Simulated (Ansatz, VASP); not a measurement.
## BeP: VASP beside Ansatz

The input INCAR:

```
PREC = Accurate ; ENCUT = 520
EDIFF = 1E-6 ; ISMEAR = -1
SIGMA = 0.1 ; LREAL = F
LASPH = T ; NELM = 60
ALGO = Normal ; ISIF = 2
LWAVE = F ; LCHARG = T
GGA = RE ; LELF = T
LVHAR = T ; NBANDS = 10
```

Contents of KPOINTS:

```
Automatic mesh
0
Gamma
  7 7 7
```

Contents of POSCAR:

```
BeP
1.0
    0.0000000000      3.2472470000      0.0000000000
    3.2472470000      0.0000000000      0.0000000000
    1.6236230000      1.6236230000     -2.5271900000
Be P
1 1
Direct
    0.0000000000      0.0000000000      0.0000000000
    0.4280000000      0.4280000000      0.1440000000
```

Input for Ansatz:

```yaml
crystal:
  lattice:
    - [0.0, 3.247247, 0.0]
    - [3.247247, 0.0, 0.0]
    - [1.623623, 1.623623, -2.52719]
  atoms:
    - { symbol: Be, position: [0.0, 0.0, 0.0] }
    - { symbol: P, position: [0.428, 0.428, 0.144] }
  symmetry: { tolerance: 0.0003 }
kpoints:
  mp_grid: { grid: [7, 7, 7], shift: [0, 0, 0] }
magnetization:
  spin_polarized: false
scf:
  occupations: { method: fermi_dirac }
hamiltonian:
  pseudopotentials: { kind: paw }
  xc: revpbe
basis:
  ecutwfc: 500
output:
  forces: true
  stress: true
  eigenvalues: true
  write_density: true
  write_potential: true
  elf: true
  volumetric_format: npy
```

The cell was built by a generator and needn't be a form met in nature.

Alike in both runs: task single point; functional revPBE; k mesh 7 × 7 × 7; no spin polarisation.

|  | VASP | Ansatz |
| --- | --- | --- |
| version | VASP 6.6.1 | Ansatz 0.2.0 |
| potentials or method | VASP PAW PBE potentials, release 64 (Be, P) | PAW plane waves |
| plane-wave cutoff (eV) | 520 | 500 |
| occupations | fermi-dirac, width 0.1 eV | fermi-dirac |
| valence electrons in the cell | 7 | 7 |

```tsv
	VASP	Ansatz	Ansatz less VASP
gap on the k mesh at the Fermi level (eV)	none	none	-
pressure (GPa)	-2.7	-2.6	+0.10
largest component of the traceless stress (GPa)	3.00	2.94	-0.061
rms of the force components (eV/Å)	0.102	0.096	-0.0058
```

Atom by atom the forces differ by 0.006 eV/Å (rms over components). A gap of «none» marks a metal or a gap that the smearing closes.

Caveats: the PAW data sets were made with another functional, which shifts forces and pressure a little (VASP).
